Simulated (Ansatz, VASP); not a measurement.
**SbH (honeycomb Sb sheet capped with H on both sides) in two plane-wave programs**

Wanted: the spread between two codes on one cell, functional and k mesh. The structure shown is the end of the Ansatz relaxation below.

Calculated with Ansatz 0.2.0; plane waves, with VASP 6.6.1 beside it; single point at PBE.

### Step 1. The structure

The cell holds 4 atoms: 2 Sb and 2 H. Cell: a = 5.281 Å, b = 5.281 Å, c = 16.550 Å, α = 90.0°, β = 90.0°, γ = 120.0°. As first built, before any earlier steps moved the atoms (in the runner's words): own sheet built from covalent radii; start for a relaxation. Vacuum lies along c.

### Step 2. Ansatz: relaxation, PBE

Ansatz runs on its default PAW (the set named soft_2) files.

This run makes the geometry at which the two programs are then compared.

input.yaml

```yaml
crystal:
  lattice:
    - [5.2813260758, 0.0, 0.0]
    - [-2.6406630379, 4.5737625473, 0.0]
    - [0.0, 0.0, 16.55]
  atoms:
    - { symbol: Sb, position: [0.3333333333, 0.6666666667, 0.4975165676] }
    - { symbol: Sb, position: [0.6666666667, 0.3333333333, 0.5024834324] }
    - { symbol: H, position: [0.3333333333, 0.6666666667, 0.6016899531] }
    - { symbol: H, position: [0.6666666667, 0.3333333333, 0.3983100469] }
kpoints:
  mp_grid: { grid: [5, 5, 1] }
scf:
  occupations: { method: fermi_dirac, width: 0.05 }
  max_iter: 100
hamiltonian:
  xc: pbe
relax:
  adjacent_minimum: "off"
  f_tol: 0.01
  max_steps: 60
  cell: { fix: [c, alpha, beta] }
```

Run with:

```
$ ansatz run input.yaml --threads 4 --pin off --max-ram 10240MiB --backend cpu --events-out ev --progress --plain --runs-dir out
```

Numbers of over 12 decimals in the logs are rounded to 6 here.

Log:

```text
Engine: ansatz 0.2.0, x86_64-unknown-linux-gnu
Pseudopotentials: kind: paw
Pseudopotential: Sb, paw, valence charge 15, recommended cutoff 420 eV (normal), Sb.paw.azcp
Pseudopotential: H, paw, valence charge 1, recommended cutoff 420 eV (normal), H.paw.azcp
Functional definition: PBE
  parameter kappa = 0.804
  parameter beta = 0.066725
  exchange = pbe_x(kappa = kappa, mu = beta*pi^2/3)
  correlation = pbe_c(beta = beta)
Crystal: 4 atoms, lattice volume = 399.774 Å³
Basis set: ecut = 420 eV, 7801 PW (Γ), exchange–correlation on 72×72×240 points (8 copies of the dense FFT grid, shifted against one another)
Bands: 20, of which v1, the nominal top of the filled ones, is band 16 counted from 1 (15 counted from 0)
Symmetry: 12 space group operations
Space group: P-3m1 (ITA 164), of the structure as read, at distance tolerance 7.4e-5 Å
k-points: 5 of 25
Non-local potential: Sb, projectors of the file, l = 0: 2, l = 1: 2, l = 2: 2, l = 3: 2
Non-local potential: H, projectors of the file, l = 0: 2, l = 1: 1
PAW form: soft (Blöchl's): semilocal exchange-correlation on the pseudo side does not see the compensation charge
PAW one-centre angular grid: Sb, 590 points (default); XC on 64 Gauss nodes
PAW one-centre angular grid: H, 110 points (default); XC on 64 Gauss nodes
Initial density: superposition of atomic densities (neutral atoms: chi_scale 0, normalization atom), corrected by the library's trained network
Initial wavefunctions: pseudopotential atomic-orbital guess
Functional: x = pbe(κ = 0.804, μ = 0.219515), c = pbe(β = 0.066725)
SCF iter   1: F=—  HF=-12999.815671 eV  |F-HF|=—  |Δ(HF+E_count)|=         —  Δρ=9.51e-4  dr2=7.69e-3  ethr=1.77e-3  ⟨swp⟩=7.4  Hψ=564  notcnv=0
preconditioner: auto → Resta (q_TF=auto, 1.791 Å⁻¹)  ε∞=1.7  [insulator: Δε(μ)=1.563 eV  Ē_g=7.927 eV  σ=0.050 eV  W_gap=1.00  n_scr=50 (ndim 8)  ℏωp=6.4 eV  f_vac=0.707  D(μ)=0.00/eV (n_scr^D=0)  ε∞_Penn≈1.7  vacuum switching on, ρ_ref=4.6e-3 e/Å³]
SCF iter   2: F=—  HF=-12999.816344 eV  |F-HF|=—  |Δ(HF+E_count)|=   6.73e-4  Δρ=5.62e-4  dr2=2.11e-3  ethr=2.40e-5  ⟨swp⟩=2.0  Hψ=236  notcnv=0
SCF iter   3: F=—  HF=-12999.817141 eV  |F-HF|=—  |Δ(HF+E_count)|=   7.97e-4  Δρ=2.95e-4  dr2=3.24e-4  ethr=6.60e-6  ⟨swp⟩=2.0  Hψ=196  notcnv=0
SCF iter   4: F=—  HF=-12999.817093 eV  |F-HF|=—  |Δ(HF+E_count)|=   4.83e-5  Δρ=1.19e-4  dr2=3.54e-5  ethr=1.01e-6  ⟨swp⟩=3.0  Hψ=188  notcnv=0
SCF iter   5: F=—  HF=-12999.817105 eV  |F-HF|=—  |Δ(HF+E_count)|=   1.22e-5  Δρ=1.33e-5  dr2=7.71e-7  ethr=1.11e-7  ⟨swp⟩=2.0  Hψ=180  notcnv=0
SCF iter   6: F=—  HF=-12999.817106 eV  |F-HF|=—  |Δ(HF+E_count)|=   9.27e-7  Δρ=7.85e-6  dr2=1.83e-7  ethr=3.13e-10  ⟨swp⟩=5.2  Hψ=393  notcnv=0
SCF iter   7: F=-12999.817106 eV  HF=-12999.817106 eV  |F-HF|=3.51e-9  |Δ(HF+E_count)|=   7.88e-8  Δρ=1.50e-6  dr2=5.46e-9  ethr=3.13e-10  ⟨swp⟩=5.0  Hψ=376  notcnv=0
SCF 1 converged in 7 iterations: F = -12999.817106 eV  dr2 = 5.46e-9
  greatest PAW one-centre occupation: 0.996 electrons in one spin orbital (limit 2), on the Sb atom at site 1 (counted from 0), in its partial waves of l = 2
relax step   1: F+E_penalty+E_count = -12999.81710576 eV  Δ(F+E_penalty+E_count) = +0.000e0 eV  max|allowed force component| = 3.455e-3 eV/Å  Δτ_max = 0.0000 Å  P = -0.018 GPa  Ω = 399.774 Å³  fix = [c, alpha, beta]  reactions: c +0.001 GPa  (7 SCF iters, dr2 threshold 1.00e-7 eV, accepted)
Initial density: handed on by an earlier stage of this run
Initial wavefunctions: pseudopotential atomic-orbital guess (no wavefunctions were taken with the density)
iter 1 solved again at ethr=1.13e-6 eV; its pass at ethr=3.10e-3 eV (dr2=3.63e-4 eV) is discarded
SCF iter   1: F=—  HF=-12999.817096 eV  |F-HF|=—  |Δ(HF+E_count)|=         —  Δρ=2.37e-6  dr2=8.50e-9  ethr=1.13e-6  ⟨swp⟩=3.0  Hψ=822  notcnv=0
eigensolver tolerance schedule: the retry pair's looser diagonalisation over-reported the residual by 42717.77 of it (diagonalisation noise at an unbounded share of the residual, at the tolerance the schedule requests for it); recorded, not acted on — ethr = c·dr2/N_el stays at c = 1.0e-1
preconditioner: auto → Resta (q_TF=auto, 1.791 Å⁻¹)  ε∞=1.7  [insulator: Δε(μ)=1.560 eV  Ē_g=7.901 eV  σ=0.050 eV  W_gap=1.00  n_scr=50 (ndim 8)  ℏωp=6.4 eV  f_vac=0.713  D(μ)=0.00/eV (n_scr^D=0)  ε∞_Penn≈1.7  vacuum switching on, ρ_ref=4.5e-3 e/Å³]
SCF iter   2: F=—  HF=-12999.817106 eV  |F-HF|=—  |Δ(HF+E_count)|=   9.48e-6  Δρ=1.05e-6  dr2=4.92e-9  ethr=2.65e-11  ⟨swp⟩=4.0  Hψ=277  notcnv=0
SCF iter   3: F=—  HF=-12999.817106 eV  |F-HF|=—  |Δ(HF+E_count)|=   1.13e-9  Δρ=5.61e-7  dr2=1.14e-9  ethr=1.54e-11  ⟨swp⟩=2.2  Hψ=181  notcnv=0
SCF iter   4: F=—  HF=-12999.817106 eV  |F-HF|=—  |Δ(HF+E_count)|=  7.46e-11  Δρ=1.50e-7  dr2=8.43e-11  ethr=3.57e-12  ⟨swp⟩=3.0  Hψ=181  notcnv=0
SCF iter   5: F=-12999.817106 eV  HF=-12999.817106 eV  |F-HF|=9.09e-12  |Δ(HF+E_count)|=  1.09e-11  Δρ=3.02e-8  dr2=2.48e-12  ethr=1.00e-12  ⟨swp⟩=5.0  Hψ=372  notcnv=0
SCF 2 converged in 5 iterations: F = -12999.817106 eV  dr2 = 2.48e-12
relax step   2: F+E_penalty+E_count = -12999.81710577 eV  Δ(F+E_penalty+E_count) = -2.867e-9 eV  max|allowed force component| = 3.470e-3 eV/Å  Δτ_max = 0.0000 Å  P = -0.018 GPa  Ω = 399.774 Å³  fix = [c, alpha, beta]  reactions: c +0.001 GPa  stress off target by 2.73e-2 GPa on what of the cell is left free  SCF on the basis re-selected at this cell (its energy is not comparable with the rows above)  (5 SCF iters)
basis re-selected at this cell: Δ(F+E_penalty+E_count) = -2.867e-9 eV, ΔP = -0.000 GPa vs the last step (what re-selecting the basis moved, of the pressure what is left beyond the Pulay correction that the steps carried, after the strain that the cell walked since its last selection, with what the two solves' SCF thresholds leave and, on support functions, any second-order correction that the steps lacked; it is no m [...]
SCF converged after 5 iterations
Free energy (F): -12999.817106 eV
Harris-Foulkes:  -12999.817106 eV  (|F-HF|=9.09e-12)
Internal energy: -12999.817106 eV  (E = F + TS)
E sigma→0 (E₀):  -12999.817106 eV
Entropy (-TS):   -0.000000 eV (-0.000 meV/atom)
Fermi energy:    -1.552065 eV
--- Per-component energies (eV) ---
  E_band       = -702.000518
  E_kinetic    = 437.997076
  E_local      = -11633.573459  (includes V_loc(G=0)·N_el)
  E_nonlocal   = 727.619423
  E_hartree    = 5484.554444
  E_xc         = -292.662151
  E_vxc        = -212.552280  (∫ρ·V_xc dr)
  E_paw        = -9151.934837  (= ΣΔE_a)
  E_vpaw       = -990.597953  (= ΣTr[D̂ρ^β])
  E_aug_tail   = -0.002285  (compensation charges beyond the density's cutoff)
  E_ewald      = 1428.184684
  E_smearing   = -0.000000  (= −TS)
  E_closure    = -0.000000  (closes the sum)
  Σ components = -12999.817106   (vs F -12999.817106, Δ=0.00e0)
--- Forces (eV/Å), atoms counted from 1 ---
  atom   1  Sb     0.00000000    -0.00000000     0.00347033
  atom   2  Sb    -0.00000000     0.00000000    -0.00347033
  atom   3  H      0.00000000     0.00000000     0.00045806
  atom   4  H      0.00000000    -0.00000000    -0.00045806
  max |Σ_I F_I| component: 7.40e-17 eV/Å
--- Stress (GPa, compression-positive) ---
       -0.027265       0.000000       0.000000
        0.000000      -0.027265      -0.000000
        0.000000      -0.000000       0.000630
  P = ⅓ Tr σ = -0.0180 GPa (-0.180 kbar)
--- Relaxed structure (1 steps of the walk, 1 accepted, 1 SCFs on fresh bases) ---
  F+E_penalty+E_count = -12999.81710577 eV   max|allowed force component| = 3.470e-3 eV/Å   (the final SCF, on the basis selected at the relaxed cell)
  cell:  # Å, volume = 399.7740 Å³
    - [5.281326, 0.0, 0.0]
    - [-2.640663, 4.573763, 0.0]
    - [0.0, 0.0, 16.55]
  atoms:
    - { symbol: Sb, position: [0.333333, 0.666667, 0.4975165676] }
    - { symbol: Sb, position: [0.666667, 0.333333, 0.5024834324] }
    - { symbol: H, position: [0.333333, 0.666667, 0.6016899531] }
    - { symbol: H, position: [0.666667, 0.333333, 0.398310] }
```

In the SCF lines HF is the Harris–Foulkes energy and dr2 the Hartree energy of the density residual, in eV; the loop may stop once dr2 is under the threshold and the program's other checks hold. Hψ counts applications of the Hamiltonian.

### Step 3. VASP: single point, PBE

The same cell, functional, mesh and smearing now go to VASP, with its own data sets.

Lines of VASP's logs that name or quote its potential files are left out, and so is its time.

INCAR

```
SYSTEM = SbH
PREC = Accurate
ENCUT = 500
EDIFF = 1E-06
NELM = 120
ISMEAR = -1
SIGMA = 0.05
LREAL = .FALSE.
ALGO = Normal
GGA = PE
NBANDS = 12
LORBIT = 11
LWAVE = .FALSE.
LCHARG = .FALSE.
ISIF = 2
LASPH = .TRUE.
GGA_COMPAT = .FALSE.
EFERMI = MIDGAP
```

POSCAR

```
SbH
1.0
    5.2813260758      0.0000000000      0.0000000000
   -2.6406630379      4.5737625473      0.0000000000
    0.0000000000      0.0000000000     16.5500000000
Sb H
2 2
Direct
    0.3333333333      0.6666666667      0.4975165676
    0.6666666667      0.3333333333      0.5024834324
    0.3333333333      0.6666666667      0.6016899531
    0.6666666667      0.3333333333      0.3983100469
```

KPOINTS

```
Automatic mesh
0
Gamma
5 5 1
0 0 0
```

The projector-augmented-wave data sets are Sb and H (PBE family, release 64).

Run with:

```
$ mpirun -np 1 vasp_std
```

Log:

```text
[banner, memory and clock lines left out]
running    1 mpi-ranks, on    1 nodes
 distrk:  each k-point on    1 cores,    1 groups
 distr:  one band on    1 cores,    1 groups

 POSCAR found type information on POSCAR SbH
 POSCAR found :  2 types and       4 ions
 LDA part: xc-table for (Slater+PW92), standard interpolation
 POSCAR, INCAR and KPOINTS ok, starting setup
 FFT: planning ... GRIDC
 FFT: planning ... GRID_SOFT
 FFT: planning ... GRID
 WAVECAR not read
 entering main loop
       N       E                     dE             d eps       ncg     rms          rms(c)
DAV:   1     0.575871550005E+02    0.57587E+02   -0.30807E+03   120   0.611E+02
DAV:   2    -0.704813454269E+01   -0.64635E+02   -0.62184E+02   188   0.994E+01
DAV:   3    -0.144089486850E+02   -0.73608E+01   -0.72878E+01   160   0.429E+01
DAV:   4    -0.146349607875E+02   -0.22601E+00   -0.22575E+00   148   0.874E+00
DAV:   5    -0.146411076955E+02   -0.61469E-02   -0.61469E-02   164   0.173E+00    0.525E+00
DAV:   6    -0.142363448911E+02    0.40476E+00   -0.31365E-01   164   0.332E+00    0.288E+00
DAV:   7    -0.141138910615E+02    0.12245E+00   -0.59939E-01   164   0.411E+00    0.560E-01
DAV:   8    -0.141079454595E+02    0.59456E-02   -0.75309E-02   136   0.163E+00    0.294E-01
DAV:   9    -0.141047676578E+02    0.31778E-02   -0.10470E-02   176   0.603E-01    0.911E-02
DAV:  10    -0.141044307219E+02    0.33694E-03   -0.17300E-03   152   0.237E-01    0.658E-02
DAV:  11    -0.141040712353E+02    0.35949E-03   -0.11727E-03   128   0.196E-01    0.648E-02
DAV:  12    -0.141041462991E+02   -0.75064E-04   -0.13864E-04   140   0.754E-02    0.401E-02
DAV:  13    -0.141047179693E+02   -0.57167E-03   -0.45548E-04   120   0.108E-01    0.318E-02
DAV:  14    -0.141046778715E+02    0.40098E-04   -0.77376E-05   144   0.533E-02    0.169E-02
DAV:  15    -0.141049094112E+02   -0.23154E-03   -0.88479E-05   132   0.490E-02    0.131E-02
DAV:  16    -0.141049491811E+02   -0.39770E-04   -0.15311E-05   148   0.247E-02    0.109E-02
DAV:  17    -0.141050314902E+02   -0.82309E-04   -0.11656E-05   124   0.165E-02    0.411E-03
DAV:  18    -0.141050577552E+02   -0.26265E-04   -0.52559E-06   136   0.116E-02    0.527E-03
DAV:  19    -0.141050691378E+02   -0.11383E-04   -0.11492E-06   116   0.616E-03    0.121E-03
DAV:  20    -0.141050710666E+02   -0.19288E-05   -0.16502E-07   136   0.204E-03    0.113E-03
DAV:  21    -0.141050718456E+02   -0.77899E-06   -0.40465E-08   104   0.106E-03
   1 F= -.14105072E+02 E0= -.14105072E+02  d E =-.144195E-06
```

OUTCAR, selected parts (step 3):

```text
ion  position               nearest neighbor table
   1  0.333  0.667  0.498-   3 1.72   2 3.05   2 3.05   2 3.05
   2  0.667  0.333  0.502-   4 1.72   1 3.05   1 3.05   1 3.05
   3  0.333  0.667  0.602-   1 1.72
   4  0.667  0.333  0.398-   2 1.72

  LATTYP: Found a hexagonal cell.
 ALAT       =     5.2813260758
 C/A-ratio  =     3.1336826703

 Subroutine GETGRP returns: Found 12 space group operations
 (whereof 12 operations were pure point group operations)

The static configuration has the point symmetry D_3d.

 Found      5 irreducible k-points:

   k-points           NKPTS =      5   k-points in BZ     NKDIM =      5   number of bands    NBANDS=     12

   dimension x,y,z NGX =    40 NGY =   40 NGZ =  126
   dimension x,y,z NGXF=    80 NGYF=   80 NGZF=  252

   ENCUT  =  500.0 eV  36.75 Ry    6.06 a.u.   9.63  9.63 30.17*2*pi/ulx,y,z

   NELECT =      12.0000    total number of electrons

 k-points in reciprocal lattice and weights: Automatic mesh
   0.00000000  0.00000000  0.00000000       0.040
   0.20000000  0.00000000  0.00000000       0.240
   0.40000000  0.00000000  0.00000000       0.240
   0.20000000  0.20000000  0.00000000       0.240
   0.40000000  0.20000000  0.00000000       0.240

 average (electrostatic) potential at core
       1 -95.1330       2 -95.1330       3 -39.5154       4 -39.5154

 E-fermi :  -1.9808

 k-point     1 :       0.0000    0.0000    0.0000
  band No.  band energies     occupation
    ...
      2      -9.8821      2.00000
      3      -6.3447      2.00000
      4      -5.1596      2.00000
      5      -4.8401      2.00000
      6      -4.8401      2.00000
      7      -1.2088      0.00000
      8      -1.2088      0.00000
      9       0.1422      0.00000
     10       1.4313      0.00000
     11       1.9568      0.00000
    ...

 k-point     2 :       0.2000    0.0000    0.0000
  band No.  band energies     occupation
    ...
      2     -10.3550      2.00000
      3      -6.4774      2.00000
      4      -5.3166      2.00000
      5      -5.1114      2.00000
      6      -4.2291      2.00000
      7      -1.1461      0.00000
      8      -0.4745      0.00000
      9       0.2344      0.00000
     10       1.5978      0.00000
     11       1.9923      0.00000
    ...

 k-point     3 :       0.4000    0.0000    0.0000
  band No.  band energies     occupation
    ...
      2     -11.2582      2.00000
      3      -6.3689      2.00000
      4      -5.6581      2.00000
      5      -5.4490      2.00000
      6      -3.7950      2.00000
      7      -0.2229      0.00000
      8       0.5319      0.00000
      9       0.9728      0.00000
     10       1.3199      0.00000
     11       2.2265      0.00000
    ...

  Total       -0.0776420     -0.0776420      0.3162881     -0.0000000      0.0000000      0.0000000
  in kB       -0.3111666     -0.3111666      1.2675901     -0.0000000      0.0000000      0.0000000
  external PRESSURE =       0.2150857 kB  Pullay stress =       0.0000000 kB

  energy-cutoff  :      500.00
  volume of cell :      399.77
      direct lattice vectors                 reciprocal lattice vectors
     5.281326076  0.000000000  0.000000000     0.189346385  0.109319186  0.000000000
    -2.640663038  4.573762547  0.000000000     0.000000000  0.218638373  0.000000000
     0.000000000  0.000000000 16.550000000     0.000000000  0.000000000  0.060422961

 POSITION                                       TOTAL-FORCE (eV/Angst)
 -----------------------------------------------------------------------------------
     -0.00000      3.04918      8.23390         0.000000      0.000000     -0.110888
      2.64066      1.52459      8.31610        -0.000000      0.000000      0.110888
     -0.00000      3.04918      9.95797         0.000000      0.000000      0.100940
      2.64066      1.52459      6.59203         0.000000      0.000000     -0.100940
 -----------------------------------------------------------------------------------
    total drift:                                0.000000     -0.000000      0.000000

  FREE ENERGIE OF THE ION-ELECTRON SYSTEM (eV)
  ---------------------------------------------------
  free  energy   TOTEN  =       -14.1050718456 eV

  energy  without entropy=      -14.1050717014  energy(sigma->0) =      -14.10507177

 total charge
# of ion       s       p       d       tot
------------------------------------------
    1        1.206   1.182   0.033   2.422
    2        1.206   1.182   0.033   2.422
    3        0.520   0.011   0.000   0.531
    4        0.520   0.011   0.000   0.531
--------------------------------------------------
tot          3.453   2.386   0.066   5.905

[... 2 further parts left out ...]
```

### Step 4. Comparison

Known differences besides the potentials themselves: the data sets hold 32 valence electrons in Ansatz (on its default PAW (the set named soft_2) files) and 12 in VASP; the cutoff is 420 eV in Ansatz and 500 eV in VASP; Ansatz's pressure holds a Pulay correction, VASP's none. Total energies have different zeros and are not compared.

The two programs side by side:

```csv
quantity,Ansatz,VASP,difference
pressure (GPa),-0.02,0.02,-0.04
gap on the k mesh (eV),1.560,1.549,+0.011
```

Forces (eV/Å; atoms numbered as in POSCAR):

```csv
atom,"Ansatz x, y, z","VASP x, y, z"
Sb1,"0.000, 0.000, 0.003","0.000, 0.000, -0.111"
Sb2,"0.000, 0.000, -0.003","0.000, 0.000, 0.111"
H3,"0.000, 0.000, 0.000","0.000, 0.000, 0.101"
H4,"0.000, 0.000, 0.000","0.000, 0.000, -0.101"
```

The forces differ by 62 meV/Å r.m.s., where the r.m.s. force is 0.001 eV/Å in Ansatz and 0.061 eV/Å in VASP: the atoms lie near their places of rest in Ansatz, so a percentage would say little (all taken over all components). A gap on the mesh is an upper bound, since the band edges may lie between its points. With vacuum in the cell, a pressure given here is an average over mostly empty space and none of the material.

### Step 5. Outcome

| Quantity | Value |
| --- | --- |
| r.m.s. force difference (single point, PBE) | 62 meV/Å |

What this shows: The r.m.s. force difference is 62 meV/Å (single point, PBE), beyond the 12 meV/Å picked in this series as the mark of a large difference. The data sets hold unlike numbers of valence electrons (32 in Ansatz and 12 in VASP), so part of the differences comes from the potentials. What causes the difference of the single point, PBE pair stays open here. How closely two codes agree says nothing of how well the functional describes the real material.

[Lines on the potential files, build, host, timing and source positions are cut from VASP's logs without a mark.]

[Logs are printed without paths, hosts, clocks, repeated set-up lines and the standing remarks that a program may print on its own settings, such as how far it seeks lower states.]

[Hosts, paths, dates, database ids (printed as entryN), source tags and the programs' standing remarks are cut or masked in the printed files.]
